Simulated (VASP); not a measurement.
Write the native input for VASP 6.6.1 that does the following.

```
Task                   : single point
Functional             : PBE
Potentials or basis    : VASP PAW PBE potentials, release 64 (Be, Ag)
Cutoff                 : 520 eV
k mesh                 : 1 × 1 × 1, shifted
Occupations            : fermi-dirac, width 0.0741 eV
Spin                   : no spin polarisation
Dipole correction      : no
Further INCAR settings : LREAL = Auto; ALGO = Normal; EDIFF = 1e-06; NBANDS = 58; ISYM = 0
```

The structure of Be3Ag lies in POSCAR:

```
Be3Ag
1.0
    5.9946500000      0.0085350000     -0.1640780000
    0.0085350000      5.8394660000      0.0032650000
   -0.1640780000      0.0032650000      6.0504030000
Be Ag
15 5
Direct
    0.5871473211      0.6312228246      0.8338361950
    0.6896385668      0.2988254085      0.7176483702
    0.4370844238      0.8545717098      0.5203800080
    0.4390268034      0.6967086487      0.2178990203
    0.7304222434      0.3361327606      0.0539109126
    0.1003839959      0.3514113926      0.3152660157
    1.0036300736      0.4195704100      0.6719368475
    0.3553733420      0.4999312552      0.5587508256
    0.5523268379      0.9605839246     -0.0114173591
    1.0102011943      0.1078670342      0.8955754857
    0.2208694046      0.9885496139      0.2367596333
    0.2109640760      0.1379351192      0.6110208205
    0.6903913979      0.5455772213      0.4523354445
    0.0996577362      0.7202099643      0.4409868494
    0.8611889413      0.0526590134      0.2524453706
    0.3184463009      0.3206390126      0.9134604994
    0.8234702975      0.9182035071      0.6546769571
    0.2178163392      0.7614369692      0.8240872183
    0.8753649900      0.7038257493      0.1057356255
    0.5061104495      0.1884639006      0.3371539475
```

The cell was built by a generator and needn't be a form met in nature.

One way to write it, as run:

INCAR

```
SYSTEM = Be3Ag
PREC     = Accurate       ! precision mode
ENCUT    = 520            ! plane-wave cutoff, eV
EDIFF    = 1E-6           ! SCF threshold, eV
ISMEAR   = -1             ! smearing method
SIGMA    = 0.0741         ! smearing width, eV
LREAL    = Auto         
LASPH    = .TRUE.         ! aspherical terms in the spheres
NELM     = 100            ! most SCF steps
ALGO     = Normal         ! electronic algorithm
ISIF     = 2              ! what is computed and relaxed
LWAVE    = .FALSE.        ! write WAVECAR
LCHARG   = .TRUE.         ! write CHGCAR
GGA      = PE             ! functional
LELF     = .TRUE.         ! ELF
LVHAR    = .TRUE.       
NBANDS   = 58             ! bands
ISYM     = 0
```

KPOINTS

```
Automatic mesh
0
Gamma
  1 1 1
  0.25 0.25 0.25
```

Potentials or basis: VASP PAW PBE potentials, release 64 (Be, Ag).

Command:

```console
$ cat potpaw_PBE.64/Be/POTCAR potpaw_PBE.64/Ag/POTCAR > POTCAR
$ mpirun -np 1 vasp_std > vasp.out
```

Results of the run:

| Item | Value |
| --- | --- |
| Pressure | 6.4 GPa |
| Largest force | 2.472 eV/Å |
| Band gap on the k mesh | none (metal or under the smearing width) |

Wall time 42 s on 1 thread of Intel(R) Xeon(R) Platinum 8488C (Sapphire Rapids), on a shared host, peak memory 0.31 GiB.
